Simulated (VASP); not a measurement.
OSZICAR of a VASP run on YTe (relaxed from the zinc blende structure, space group F-43m):

File OSZICAR:
```
       N       E                     dE             d eps       ncg     rms          rms(c)
DAV:   1     0.559882930605E+02    0.55988E+02   -0.65824E+03  1352   0.982E+02
DAV:   2    -0.845438604058E+01   -0.64443E+02   -0.61445E+02  1680   0.194E+02
DAV:   3    -0.124393439794E+02   -0.39850E+01   -0.39536E+01  1940   0.403E+01
DAV:   4    -0.126435438367E+02   -0.20420E+00   -0.20369E+00  2036   0.918E+00
DAV:   5    -0.126478499240E+02   -0.43061E-02   -0.42860E-02  1896   0.128E+00    0.243E+01
DAV:   6    -0.121000239463E+02    0.54783E+00   -0.12835E+00  1584   0.609E+00    0.170E+01
DAV:   7    -0.120838710049E+02    0.16153E-01   -0.10972E+00  1956   0.536E+00    0.294E+00
DAV:   8    -0.120521611384E+02    0.31710E-01   -0.32923E-01  1520   0.334E+00    0.350E-01
DAV:   9    -0.120507338014E+02    0.14273E-02   -0.22576E-02  1716   0.100E+00    0.157E-01
DAV:  10    -0.120508446366E+02   -0.11084E-03   -0.10577E-03  1936   0.224E-01    0.134E-01
DAV:  11    -0.120508448145E+02   -0.17791E-06   -0.12745E-04  2136   0.805E-02    0.368E-02
DAV:  12    -0.120508504992E+02   -0.56846E-05   -0.25897E-05  2104   0.283E-02    0.115E-02
DAV:  13    -0.120508494381E+02    0.10611E-05   -0.89896E-06  1740   0.174E-02    0.503E-03
DAV:  14    -0.120508495605E+02   -0.12246E-06   -0.59048E-07  1996   0.468E-03    0.224E-03
DAV:  15    -0.120508496403E+02   -0.79808E-07   -0.14210E-08  1276   0.100E-03
   1 F= -.12050850E+02 E0= -.12050850E+02  d E =0.000000E+00
```

Problem. Which electronic solver shows in the log?

Solution. It is blocked Davidson (ALGO = Normal, or the opening steps of other solvers). The INCAR had ALGO = Normal.

Problem. Can the final energy be trusted as converged?

Solution. The calculation finished and met its thresholds. It stopped with EDIFF = 1E-7, NELM = 100 (PBEsol GGA, plane waves, VASP's PBE PAW potentials (set 64)).

The structure was generated: YTe was put into the zinc blende type (F-43m), which need not be its known phase. It was relaxed first, which changed the volume by -28 %. The electron count is odd and the run is not spin-polarised, which forces a metal.
